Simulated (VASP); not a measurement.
Input:

```
CELL_PARAMETERS angstrom
      1.87101    -3.24068     0.00000
      1.87101     3.24068     0.00000
      0.00000     0.00000     4.76865
ATOMIC_POSITIONS crystal
  Pt 0.00000 0.00000 0.00000
  Se 0.33333 0.66667 0.26521
  Se 0.66667 0.33333 0.73479
```

These are LDA (Ceperley-Alder, Perdew-Zunger), VASP's LDA PAW potentials (set 64) (plane waves; VASP) values and carry that method's errors. Settings: 520 eV cut-off, 11×11×7 Γ-centred mesh, tetrahedra with Blöchl corrections, potentials Pt Se.

Unless said otherwise, spin-orbit coupling is left out, though it shifts the bands of the heavy elements here.

Q: What does the run give for the energy per atom (σ→0), band gap (on the k-mesh) with the smallest direct gap where there is one?

A: 
- band gap (on the k-mesh) = none (metal, semimetal or under 0.01 eV)
- energy per atom (σ→0) = -5.698 eV/atom

Total energies compare only between runs with the same potentials, cut-off and functional.

The compound is PtSe2 in the 1T layered structure. It was relaxed first, which changed the volume by -6 %.
